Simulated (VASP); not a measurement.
Consider the following.

```
CELL_PARAMETERS angstrom
     -1.71455     1.71455     1.71455
      1.71455    -1.71455     1.71455
      1.71455     1.71455    -1.71455
ATOMIC_POSITIONS crystal
  Li 0.00000 0.00000 0.00000
```

Computed with PBE GGA, VASP's PBE PAW potentials (set 64) (plane waves; VASP). Settings: 530 eV cut-off, 13×13×13 Γ-centred mesh, first-order Methfessel-Paxton smearing of 0.10 eV, potentials Li_sv.

Question: What does the run give for the energy per atom (σ→0), band gap (on the k-mesh) with the smallest direct gap where there is one?

Answer: 
```yaml
band gap (on the k-mesh): none (metal, semimetal or under 0.01 eV)
energy per atom (σ→0): -1.906 eV/atom
```

Total energies compare only between runs with the same potentials, cut-off and functional.

The compound is Li in the bcc structure. It was relaxed first, which changed the volume by -5 %. The start is the result of an earlier pass.
